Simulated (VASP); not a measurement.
A run of VASP 6.6.1 is set up as follows.

The input INCAR:

```
SYSTEM = KHgH3
PREC = Accurate
ENCUT = 520
EDIFF = 1E-7
ISMEAR = 0
SIGMA = 0.05
LREAL = .False.
LASPH = .True.
NELM = 80
ALGO = Normal
ISIF = 2
LWAVE = .False.
LCHARG = .True.
GGA = PE
LELF = .True.
LVHAR = .True.
NBANDS = 20
```

Contents of KPOINTS:

```
Automatic mesh
0
Gamma
  4 4 4
  0 0 0
```

POSCAR

```
KHgH3
1.0
    4.7400000000      0.0000000000      0.0000000000
    0.0000000000      4.7400000000      0.0000000000
    0.0000000000      0.0000000000      4.7400000000
K Hg H
1 1 3
Direct
    0.0000000000      0.0000000000      0.0000000000
    0.5000000000      0.5000000000      0.5000000000
    0.5000000000      0.5000000000      0.0000000000
    0.5000000000      0.0000000000      0.5000000000
    0.0000000000      0.5000000000      0.5000000000
```

Potentials or basis: VASP PAW PBE potentials, release 64 (K_sv, Hg, H).

Launch:

```console
$ cat potpaw_PBE.64/K_sv/POTCAR potpaw_PBE.64/Hg/POTCAR potpaw_PBE.64/H/POTCAR > POTCAR
$ mpirun -np 1 vasp_std > vasp.out
```

Task: Estimate the pressure.

Result: -6.9 GPa.

Task: Estimate the band gap on the k mesh.

Result: None (metal or under the smearing width).

The run has no spin-orbit coupling, so splittings on Hg are missing.
